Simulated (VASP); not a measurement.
Computed with LDA (Ceperley-Alder, Perdew-Zunger), VASP's LDA PAW potentials (set 64) (plane waves; VASP 6.6.1).

Input for VASP

INCAR:
```
! general
SYSTEM = BP
PREC   = Accurate
ENCUT  = 620   ! plane-wave cut-off (eV)
LREAL  = .False.   ! projection in real space or not
LASPH  = .True.   ! aspherical one-centre terms

! electronic loop
EDIFF  = 1E-6   ! SCF stop (eV)
NELM   = 100   ! most electronic steps
ALGO   = Normal   ! blocked Davidson

! smearing
ISMEAR = 0
SIGMA  = 0.05   ! width (eV)

! ions
IBRION = 2   ! conjugate gradients
NSW    = 40   ! most ionic steps
ISIF   = 3   ! ions, shape and volume
EDIFFG = -0.02   ! ionic stop

! output
LWAVE  = .False.
LCHARG = .False.
```

File KPOINTS:
```
Automatic mesh
0
Gamma
10 10 10
0 0 0
```

File POSCAR:
```
BP
1
    0.0000000000     2.2448377509     2.2448377509
    2.2448377509     0.0000000000     2.2448377509
    2.2448377509     2.2448377509     0.0000000000
B P
1 1
Direct
  0.0000000000   0.0000000000   0.0000000000
  0.2500000000   0.2500000000   0.2500000000
```

POTCAR, in this order: B P (LDA.64 set). Program: vasp_std.

Question: Predict the energy per atom (σ→0).

Answer: 
- energy per atom (σ→0): -7.201 eV/atom

### OSZICAR
```
...
DAV:   6    -0.145378384205E+02    0.76515E+00   -0.20295E+00   824   0.785E+00    0.409E+00
DAV:   7    -0.144145072595E+02    0.12333E+00   -0.32117E-01  1152   0.346E+00    0.129E+00
DAV:   8    -0.144012781135E+02    0.13229E-01   -0.36010E-02   840   0.123E+00    0.254E-01
DAV:   9    -0.144012978770E+02   -0.19764E-04   -0.53036E-04  1072   0.215E-01    0.160E-01
DAV:  10    -0.144012909574E+02    0.69196E-05   -0.12994E-04   816   0.810E-02    0.266E-02
DAV:  11    -0.144012932791E+02   -0.23217E-05   -0.42438E-06  1096   0.158E-02    0.359E-02
DAV:  12    -0.144012930155E+02    0.26357E-06   -0.13795E-06   416   0.659E-03
   1 F= -.14401293E+02 E0= -.14401293E+02  d E =-.144013E+02
```

The compound is BP in the zinc blende structure. It was relaxed first.
